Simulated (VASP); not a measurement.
# Lattice of Si2W across functionals and dispersion corrections, part 2 of 3

How close do the usual functionals, with and without dispersion, come to the cell of Si2W? LASPH is on for some levels and off for others; the table marks which. The start is a cell from a database of measured crystal structures.

VASP 6.6.1, plane waves and PAW; the level of theory is named at each step.

So far. Step 2 (Relaxation with LDA): It ends with a largest force of 0.004 eV/Å and a pressure of 0.04 GPa. The volume lies -1.8 % from that of the database's start, which holds the thermal and zero-point expansion of its experiment. The conventional cell has a = 3.193 and c = 7.790 Å.

## (3) Relaxation with PBEsol

This step: PBEsol; plane waves and PAW (Si, W) (VASP 6.6.1).

PBEsol restores the gradient expansion of exchange and is tuned for the cells of solids.

INCAR reads:

```
SYSTEM = Si2W
PREC = Accurate
ENCUT = 520
EDIFF = 1E-06
NELM = 100
ISMEAR = -1
SIGMA = 0.05
LREAL = .FALSE.
ALGO = Normal
GGA = PS
NBANDS = 13
LORBIT = 11
LWAVE = .FALSE.
LCHARG = .FALSE.
KPAR = 4
IBRION = 2
NSW = 60
ISIF = 3
EDIFFG = -0.01
```

POSCAR reads:

```
Si2W
1.0
   -1.6069000000      1.6069000000      3.9149500000
    1.6069000000     -1.6069000000      3.9149500000
    1.6069000000      1.6069000000     -3.9149500000
Si W
2 1
Direct
    0.3347000000      0.3347000000      0.0000000000
    0.6653000000      0.6653000000      0.0000000000
    0.0000000000      0.0000000000      0.0000000000
```

KPOINTS reads:

```
Automatic mesh
0
Gamma
10 10 10
0 0 0
```

Potentials, in the order of the species: Si and W (PBE family, release 64).

Launch:

```sh
> mpirun -np 4 vasp_std
```

Log:

```text
[banner, memory and clock lines left out]
running    4 mpi-ranks, on    1 nodes
 distrk:  each k-point on    1 cores,    4 groups
 distr:  one band on    1 cores,    1 groups

 POSCAR found type information on POSCAR SiW
 POSCAR found :  2 types and       3 ions
 [... a notice as in an earlier step ...]

 LDA part: xc-table for (Slater+PW92), standard interpolation
 POSCAR, INCAR and KPOINTS ok, starting setup
 FFT: planning ... GRIDC
 FFT: planning ... GRID_SOFT
 FFT: planning ... GRID
 WAVECAR not read
 entering main loop
       N       E                     dE             d eps       ncg     rms          rms(c)
DAV:   1     0.270328243341E+02    0.27033E+02   -0.59971E+03  2660   0.936E+02
DAV:   2    -0.251391483472E+02   -0.52172E+02   -0.47556E+02  3318   0.187E+02
DAV:   3    -0.275856776021E+02   -0.24465E+01   -0.23762E+01  3597   0.328E+01
DAV:   4    -0.276199980289E+02   -0.34320E-01   -0.34266E-01  3203   0.450E+00
DAV:   5    -0.276205176328E+02   -0.51960E-03   -0.51947E-03  3771   0.469E-01    0.263E+01
DAV:   6    -0.268657271288E+02    0.75479E+00   -0.21705E+00  3903   0.924E+00    0.110E+01
DAV:   7    -0.267443526928E+02    0.12137E+00   -0.22409E-01  3023   0.315E+00    0.559E+00
DAV:   8    -0.267183034610E+02    0.26049E-01   -0.43006E-02  3425   0.148E+00    0.513E-01
DAV:   9    -0.267180043745E+02    0.29909E-03   -0.21885E-03  3126   0.321E-01    0.281E-01
DAV:  10    -0.267179691037E+02    0.35271E-04   -0.34834E-04  3365   0.119E-01    0.554E-02
DAV:  11    -0.267179517808E+02    0.17323E-04   -0.55086E-05  3387   0.519E-02    0.215E-02
DAV:  12    -0.267179520090E+02   -0.22818E-06   -0.17594E-06  2428   0.105E-02
   1 F= -.26717952E+02 E0= -.26716282E+02  d E =-.267180E+02
 curvature:   0.00 expect dE= 0.000E+00 dE for cont linesearch  0.000E+00
 trial: gam= 0.00000 g(F)=  0.602E-05 g(S)=  0.155E-01 ort = 0.000E+00 (trialstep = 0.100E+01)
 search vector abs. value=  0.155E-01
 bond charge predicted
       N       E                     dE             d eps       ncg     rms          rms(c)
DAV:   1    -0.267196610518E+02   -0.17093E-02   -0.38784E-01  2807   0.432E+00    0.186E+00
DAV:   2    -0.267127826707E+02    0.68784E-02   -0.12415E-02  3202   0.818E-01    0.818E-01
DAV:   3    -0.267111943171E+02    0.15884E-02   -0.18287E-03  3142   0.279E-01    0.301E-01
DAV:   4    -0.267109584152E+02    0.23590E-03   -0.40918E-04  3369   0.137E-01    0.520E-02
DAV:   5    -0.267109606861E+02   -0.22709E-05   -0.92249E-06  3204   0.218E-02    0.279E-02
DAV:   6    -0.267109625531E+02   -0.18670E-05   -0.84956E-06  3132   0.157E-02    0.338E-03
DAV:   7    -0.267109619659E+02    0.58717E-06   -0.95626E-07  1611   0.710E-03
   2 F= -.26710962E+02 E0= -.26709291E+02  d E =0.699004E-02
[...]
3 F= -.26720687E+02 E0= -.26719017E+02  d E =-.273517E-02
[...]
4 F= -.26720684E+02 E0= -.26719013E+02  d E =-.273157E-02
[...]
5 F= -.26720743E+02 E0= -.26719027E+02  d E =-.593163E-04
 trial-energy change:   -0.000059  1 .order   -0.000059   -0.000167    0.000049
 step:   0.6721(harm=  0.6721)  dis= 0.00070  next Energy=   -26.720748 (dE=-0.646E-04)
 bond charge predicted
       N       E                     dE             d eps       ncg     rms          rms(c)
DAV:   1    -0.267207506522E+02   -0.75144E-05   -0.18408E-04  3002   0.935E-02    0.707E-03
DAV:   2    -0.267207490813E+02    0.15709E-05   -0.46207E-06  3436   0.167E-02    0.416E-03
DAV:   3    -0.267207484590E+02    0.62229E-06   -0.10229E-06  1846   0.687E-03
   6 F= -.26720748E+02 E0= -.26719043E+02  d E =-.648755E-04
 curvature:  -0.33 expect dE=-0.536E-05 dE for cont linesearch -0.381E-08
 trial: gam= 0.08045 g(F)=  0.581E-05 g(S)=  0.102E-04 ort =-0.148E-05 (trialstep = 0.829E+00)
 search vector abs. value=  0.171E-04
 reached required accuracy - stopping structural energy minimisation
```

Wall time 25 s (4 MPI ranks of Intel Xeon 6975P-C (Granite Rapids), shared host); peak memory 0.99 GiB; 97 s of CPU time.

OUTCAR, selected parts (step 3):

```text
The static configuration has the point symmetry D_4h.

 Found    102 irreducible k-points:

   NELECT =      14.0000    total number of electrons

 E-fermi :  10.5611

 k-point     1 :       0.0000    0.0000    0.0000
  band No.  band energies     occupation
    ...
      2       3.6407      2.00000
      3       6.8254      2.00000
      4       7.1499      2.00000
      5       7.7057      2.00000
      6       7.7057      2.00000
      7      11.1839      0.00001
      8      13.4160      0.00000
      9      13.4836      0.00000
     10      13.7335      0.00000
     11      13.7335      0.00000
    ...

 k-point     2 :       0.1000   -0.0000    0.0000
  band No.  band energies     occupation
    ...
      3       6.2782      2.00000
      4       7.1488      2.00000
      5       7.8340      2.00000
      6       7.9067      2.00000
      7      10.5133      1.44527
      8      12.8521      0.00000
      9      13.1979      0.00000
     10      14.0366      0.00000
     11      14.4907      0.00000
     12      15.4064      0.00000
    ...

  Total       -0.0073408     -0.0073408     -0.0230079      0.0000000      0.0000000      0.0000000
  in kB       -0.2936181     -0.2936181     -0.9202742      0.0000000      0.0000000      0.0000000
  external PRESSURE =      -0.5025035 kB  Pullay stress =       0.0000000 kB

  energy-cutoff  :      520.00
  volume of cell :       40.06
      direct lattice vectors                 reciprocal lattice vectors
    -1.600895174  1.600895174  3.907366218     0.000000000  0.312325259  0.127963434
     1.600895174 -1.600895174  3.907366218     0.312325259  0.000000000  0.127963434
     1.600895174  1.600895174 -3.907366218     0.312325259  0.312325259  0.000000000

 POSITION                                       TOTAL-FORCE (eV/Angst)
 -----------------------------------------------------------------------------------
      0.00000      0.00000      2.61502         0.000000      0.000000     -0.007760
      0.00000      0.00000      5.19971        -0.000000     -0.000000      0.007760
      0.00000      0.00000      0.00000         0.000000      0.000000      0.000000
 -----------------------------------------------------------------------------------
    total drift:                                0.000000     -0.000000     -0.000000

  FREE ENERGIE OF THE ION-ELECTRON SYSTEM (eV)
  ---------------------------------------------------
  free  energy   TOTEN  =       -26.7207484590 eV

  energy  without entropy=      -26.7173375977  energy(sigma->0) =      -26.71904303

 total charge
# of ion       s       p       d       tot
------------------------------------------
    1        0.737   0.896   0.000   1.632
    2        0.737   0.896   0.000   1.632
    3        0.562   0.683   4.538   5.783
--------------------------------------------------
tot          2.035   2.474   4.538   9.047

[... 8 parts as in an earlier step ...]

[... 5 further parts left out ...]
```

CONTCAR:

```
Si2W
   1.00000000000000
    -1.6008951742273914    1.6008951742273914    3.9073662175565689
     1.6008951742273914   -1.6008951742273914    3.9073662175565689
     1.6008951742273914    1.6008951742273914   -3.9073662175565689
  Si              W
     2     1
Direct
     0.3346266448947332    0.3346266448947332    0.0000000000000000
     0.6653733551052669    0.6653733551052669    0.0000000000000000
     0.0000000000000000    0.0000000000000000    0.0000000000000000
```

The PAW data sets were made with PBE, which is usual practice but a small mismatch for other functionals.

Relaxation path:

| step | energy less that of the first step (eV) | largest force (eV/Å) | pressure (GPa) | volume (Å³) |
| --- | --- | --- | --- | --- |
| 1 | 0.0000 | 0.0079 | -2.24 | 40.44 |
| 2 | 0.0070 | 0.0807 | 4.50 | 39.34 |
| 3 | -0.0027 | 0.0221 | 0.02 | 40.05 |
| 4 | -0.0027 | 0.0216 | -0.03 | 40.06 |
| 5 | -0.0028 | 0.0040 | -0.06 | 40.06 |
| 6 | -0.0028 | 0.0078 | -0.05 | 40.06 |

| conventional cell, symmetrised | before | after | change |
| --- | --- | --- | --- |
| a (Å) | 3.214 | 3.202 | -0.4 % |
| b (Å) | 3.214 | 3.202 | -0.4 % |
| c (Å) | 7.830 | 7.815 | -0.2 % |
| volume (Å³/atom) | 13.48 | 13.35 | -0.9 % |

The relaxed structure:

```
Si W
1.0
    -1.60090    1.60090    3.90737
     1.60090   -1.60090    3.90737
     1.60090    1.60090   -3.90737
Si W
2 1
Cartesian
  0.0000 0.0000 2.6150
  0.0000 0.0000 5.1997
  0.0000 0.0000 0.0000
```

This step gave:

```
free energy (TOTEN)             : -26.72 eV
energy at zero smearing         : -26.72 eV
Fermi energy                    : 10.56 eV
pressure                        : -0.05025 GPa
SCF cycles over all ionic steps : 33
```

It ends at 13.35 Å³/atom, -0.9 % from the start, with -0.05 GPa left. The conventional cell has a = 3.202 and c = 7.815 Å.

## (4) Relaxation with PBE

This step: PBE; plane waves and PAW (Si, W) (VASP 6.6.1).

PBE, the usual starting point, adds the gradient of the density.

INCAR: that of step 3 with these lines changed.

```diff
@@ -9,3 +9,3 @@
 ALGO = Normal
-GGA = PS
+GGA = PE
 NBANDS = 13
```

POSCAR is that of step 3.

KPOINTS is that of step 3.

Launch:

```sh
> mpirun -np 4 vasp_std
```

Log:

```text
[banner, memory and clock lines left out]
running    4 mpi-ranks, on    1 nodes
[...]
LDA part: xc-table for (Slater+PW92), standard interpolation
 POSCAR, INCAR and KPOINTS ok, starting setup
[...]
entering main loop
       N       E                     dE             d eps       ncg     rms          rms(c)
DAV:   1     0.288448549386E+02    0.28845E+02   -0.59977E+03  2660   0.936E+02
DAV:   2    -0.232997619862E+02   -0.52145E+02   -0.47556E+02  3318   0.187E+02
DAV:   3    -0.257509592959E+02   -0.24512E+01   -0.23800E+01  3589   0.329E+01
DAV:   4    -0.257859137796E+02   -0.34954E-01   -0.34884E-01  3208   0.455E+00
[...]
DAV:  10    -0.248852191768E+02    0.77846E-05   -0.35503E-04  3382   0.119E-01    0.538E-02
DAV:  11    -0.248852039922E+02    0.15185E-04   -0.50245E-05  3426   0.520E-02    0.227E-02
DAV:  12    -0.248852042724E+02   -0.28018E-06   -0.17526E-06  2481   0.104E-02
   1 F= -.24885204E+02 E0= -.24883588E+02  d E =-.248852E+02
[... from here on, the cycles between the ionic steps are left out ...]
   2 F= -.24876136E+02 E0= -.24874409E+02  d E =0.906870E-02
   3 F= -.24888999E+02 E0= -.24887350E+02  d E =-.379490E-02
   4 F= -.24888998E+02 E0= -.24887350E+02  d E =-.379385E-02
   5 F= -.24889011E+02 E0= -.24887387E+02  d E =-.132687E-04
 trial-energy change:   -0.000013  1 .order   -0.000013   -0.000036    0.000010
 step:   0.6757(harm=  0.6757)  dis= 0.00024  next Energy=   -24.889012 (dE=-0.138E-04)
 reached required accuracy - stopping structural energy minimisation
```

It took 24 s on 4 MPI ranks; peak memory 0.98 GiB; 90 s of CPU time.

From OUTCAR (step 4):

```text
  Total        0.0041941      0.0041941      0.0288252      0.0000000     -0.0000000      0.0000000
  in kB        0.1643261      0.1643261      1.1293678      0.0000000     -0.0000000      0.0000000
  external PRESSURE =       0.4860067 kB  Pullay stress =       0.0000000 kB

 POSITION                                       TOTAL-FORCE (eV/Angst)
 -----------------------------------------------------------------------------------
      0.00000      0.00000      2.62951         0.000000      0.000000      0.001559
      0.00000      0.00000      5.22774         0.000000      0.000000     -0.001559
      0.00000      0.00000      0.00000        -0.000000     -0.000000      0.000000
 -----------------------------------------------------------------------------------
    total drift:                                0.000000      0.000000     -0.000000

  FREE ENERGIE OF THE ION-ELECTRON SYSTEM (eV)
  ---------------------------------------------------
  free  energy   TOTEN  =       -24.8890113915 eV

  energy  without entropy=      -24.8857625714  energy(sigma->0) =      -24.88738698

[... 2 parts as in an earlier step ...]

[... 2 further parts left out ...]
[key lines of the parts left out:]
E-fermi :  10.3860
```

The steps of the relaxation:

| step | energy less that of the first step (eV) | largest force (eV/Å) | pressure (GPa) | volume (Å³) |
| --- | --- | --- | --- | --- |
| 1 | 0.0000 | 0.0370 | 2.67 | 40.44 |
| 2 | 0.0091 | 0.0858 | -4.58 | 41.76 |
| 3 | -0.0038 | 0.0078 | 0.01 | 40.90 |
| 4 | -0.0038 | 0.0070 | 0.05 | 40.89 |
| 5 | -0.0038 | 0.0016 | 0.05 | 40.89 |

| conventional cell, symmetrised | before | after | change |
| --- | --- | --- | --- |
| a (Å) | 3.214 | 3.226 | +0.4 % |
| b (Å) | 3.214 | 3.226 | +0.4 % |
| c (Å) | 7.830 | 7.857 | +0.3 % |
| volume (Å³/atom) | 13.48 | 13.63 | +1.1 % |

The relaxed structure:

```xyz
3
Lattice="-1.6131 1.6131 3.9286 1.6131 -1.6131 3.9286 1.6131 1.6131 -3.9286" Properties=species:S:1:pos:R:3 pbc="T T T"
Si    0.0000    0.0000    2.6295
Si    0.0000    0.0000    5.2277
W     0.0000    0.0000    0.0000
```

It ends at 13.63 Å³/atom, +1.1 % from the start, with 0.05 GPa left. The conventional cell has a = 3.226 and c = 7.857 Å.

## (5) Relaxation with r2SCAN

This step: r2SCAN; plane waves and PAW (Si, W) (VASP 6.6.1).

r2SCAN adds the kinetic-energy density, costs more than a GGA and is run with LASPH.

INCAR: that of step 4 with these lines changed.

```diff
@@ -9,3 +9,4 @@
 ALGO = Normal
-GGA = PE
+METAGGA = R2SCAN
+LASPH = .TRUE.
 NBANDS = 13
```

POSCAR is that of step 4.

KPOINTS is that of step 4.

Launch:

```sh
> mpirun -np 4 vasp_std
```

Log:

```text
[banner, memory and clock lines left out]
running    4 mpi-ranks, on    1 nodes
[...]
[... a notice as in an earlier step ...]

 LDA part: xc-table for (None), standard interpolation
 POSCAR, INCAR and KPOINTS ok, starting setup
[...]
entering main loop
       N       E                     dE             d eps       ncg     rms          rms(c)
DAV:   1    -0.136344608277E+02   -0.13634E+02   -0.62464E+03  2652   0.976E+02
DAV:   2    -0.683145710339E+02   -0.54680E+02   -0.49775E+02  3308   0.196E+02
DAV:   3    -0.708947349426E+02   -0.25802E+01   -0.25066E+01  3594   0.345E+01
DAV:   4    -0.709309031318E+02   -0.36168E-01   -0.36125E-01  3190   0.477E+00
[...]
DAV:  11    -0.699533819621E+02   -0.21063E-04   -0.54094E-05  3200   0.588E-02    0.184E-02
DAV:  12    -0.699533884983E+02   -0.65362E-05   -0.11029E-05  3158   0.263E-02    0.619E-03
DAV:  13    -0.699533891602E+02   -0.66188E-06   -0.65244E-07  1956   0.670E-03
   1 F= -.69953389E+02 E0= -.69952379E+02  d E =-.699534E+02
[... from here on, the cycles between the ionic steps are left out ...]
   2 F= -.69946770E+02 E0= -.69945924E+02  d E =0.661961E-02
   3 F= -.69955789E+02 E0= -.69954843E+02  d E =-.240016E-02
   4 F= -.69955788E+02 E0= -.69954844E+02  d E =-.239903E-02
   5 F= -.69955850E+02 E0= -.69954949E+02  d E =-.621653E-04
   6 F= -.69955855E+02 E0= -.69954945E+02  d E =-.664702E-04
   7 F= -.69955854E+02 E0= -.69954943E+02  d E =-.660906E-04
[...]
reached required accuracy - stopping structural energy minimisation
```

The job ended after 1.8 min (4 MPI ranks; peak memory 1 GiB).

From OUTCAR (step 5):

```text
  Total       -0.0010981     -0.0010981      0.0282907      0.0000000     -0.0000000      0.0000000
  in kB       -0.0438404     -0.0438404      1.1294338      0.0000000     -0.0000000      0.0000000
  external PRESSURE =       0.3472510 kB  Pullay stress =       0.0000000 kB

 POSITION                                       TOTAL-FORCE (eV/Angst)
 -----------------------------------------------------------------------------------
      0.00000      0.00000      2.61091        -0.000000     -0.000000      0.008404
      0.00000      0.00000      5.18253         0.000000      0.000000     -0.008404
      0.00000      0.00000     -0.00000         0.000000      0.000000      0.000000
 -----------------------------------------------------------------------------------
    total drift:                                0.000000     -0.000000      0.000000

  FREE ENERGIE OF THE ION-ELECTRON SYSTEM (eV)
  ---------------------------------------------------
  free  energy   TOTEN  =       -69.9558542805 eV

  energy  without entropy=      -69.9540322387  energy(sigma->0) =      -69.95494326

[... 2 parts as in an earlier step ...]

[... 2 further parts left out ...]
[key lines of the parts left out:]
E-fermi :  10.5548
```

Relaxation path:

| step | energy less that of the first step (eV) | largest force (eV/Å) | pressure (GPa) | volume (Å³) |
| --- | --- | --- | --- | --- |
| 1 | 0.0000 | 0.0863 | -1.92 | 40.44 |
| 2 | 0.0066 | 0.0838 | 4.21 | 39.50 |
| 3 | -0.0024 | 0.0302 | 0.09 | 40.11 |
| 4 | -0.0024 | 0.0296 | 0.13 | 40.11 |
| 5 | -0.0025 | 0.0014 | 0.01 | 40.14 |
| 6 | -0.0025 | 0.0073 | 0.02 | 40.13 |
| 7 | -0.0025 | 0.0084 | 0.03 | 40.13 |

| conventional cell, symmetrised | before | after | change |
| --- | --- | --- | --- |
| a (Å) | 3.214 | 3.209 | -0.1 % |
| b (Å) | 3.214 | 3.209 | -0.1 % |
| c (Å) | 7.830 | 7.793 | -0.5 % |
| volume (Å³/atom) | 13.48 | 13.38 | -0.8 % |

The relaxed structure:

```
Si W
1.0
    -1.60460    1.60460    3.89672
     1.60460   -1.60460    3.89672
     1.60460    1.60460   -3.89672
Si W
2 1
Direct
  0.33501 0.33501 0.00000
  0.66499 0.66499 0.00000
  0.00000 0.00000 0.00000
```

It ends at 13.38 Å³/atom, -0.8 % from the start, with 0.03 GPa left. The conventional cell has a = 3.209 and c = 7.793 Å.

## (6) Relaxation with PBE + D3(BJ)

This step: PBE with D3(BJ); plane waves and PAW (Si, W) (VASP 6.6.1).

A dispersion term adds the long-range attraction that semilocal functionals lack. D3 with Becke-Johnson damping keeps a finite attraction at short range.

INCAR: that of step 5 with these lines changed.

```diff
@@ -9,4 +9,4 @@
 ALGO = Normal
-METAGGA = R2SCAN
-LASPH = .TRUE.
+GGA = PE
+IVDW = 12
 NBANDS = 13
```

POSCAR is that of step 5.

KPOINTS is that of step 5.

Launch:

```sh
> mpirun -np 4 vasp_std
```

Log:

```text
[... set-up lines as in an earlier step ...]
 entering main loop
       N       E                     dE             d eps       ncg     rms          rms(c)
[... 12 cycles as in an earlier step ...]
   1 F= -.26602092E+02 E0= -.26600475E+02  d E =-.266021E+02
[... from here on, the cycles between the ionic steps are left out ...]
   2 F= -.26575201E+02 E0= -.26573547E+02  d E =0.268913E-01
   3 F= -.26612610E+02 E0= -.26610982E+02  d E =-.105183E-01
   4 F= -.26612610E+02 E0= -.26610981E+02  d E =-.105178E-01
   5 F= -.26612971E+02 E0= -.26611224E+02  d E =-.360757E-03
   6 F= -.26612976E+02 E0= -.26611241E+02  d E =-.366477E-03
   7 F= -.26612997E+02 E0= -.26611249E+02  d E =-.204715E-04
   8 F= -.26613003E+02 E0= -.26611261E+02  d E =-.269369E-04
[...]
reached required accuracy - stopping structural energy minimisation
```

Elapsed: 32 s, on 4 MPI ranks; peak memory 1 GiB; 2.1 min of CPU time.

Parts of OUTCAR (step 6):

```text
 Edisp (eV)   -1.75048

 Edisp (eV)   -1.75094

  Total      -0.01260    -0.01260    -0.01947     0.00000     0.00000     0.00000
  in kB      -0.50891    -0.50891    -0.78640     0.00000     0.00000     0.00000
  external pressure =       -0.60 kB  Pullay stress =        0.00 kB

 POSITION                                       TOTAL-FORCE (eV/Angst)
 -----------------------------------------------------------------------------------
      0.00000      0.00000      2.60440        -0.000000     -0.000000     -0.002865
      0.00000      0.00000      5.18894         0.000000      0.000000      0.002865
      1.59542      1.59542      3.89667         0.000000      0.000000     -0.000000
 -----------------------------------------------------------------------------------
    total drift:                                0.000000     -0.000000     -0.000000

  FREE ENERGIE OF THE ION-ELECTRON SYSTEM (eV)
  ---------------------------------------------------
  free  energy   TOTEN  =       -26.6130032193 eV

  energy  without entropy=      -26.6095187063  energy(sigma->0) =      -26.61126096

[... 2 parts as in an earlier step ...]

[... 2 further parts left out ...]
[key lines of the parts left out:]
E-fermi :  10.7991
```

Dispersion corrections of this kind ignore metallic screening and tend to overbind metals.

It ends at 13.22 Å³/atom, -1.9 % from the start, with -0.06 GPa left. The conventional cell has a = 3.191 and c = 7.793 Å. Against plain PBE, the dispersion term moves a by -1.1 % and c by -0.8 %.

(Continued in part 3 of 3.)

[Lines on the potential files, build, host, timing and source positions are cut from VASP's logs without a mark.]

[Logs are printed without paths, hosts, clocks, repeated set-up lines and the standing remarks that a program may print on its own settings, such as how far it seeks lower states.]

[Hosts, paths, dates, database ids (printed as entryN), source tags and the programs' standing remarks are cut or masked in the printed files.]

[A measured line is paired with the nearest computed mode of its activity, which favours agreement.]
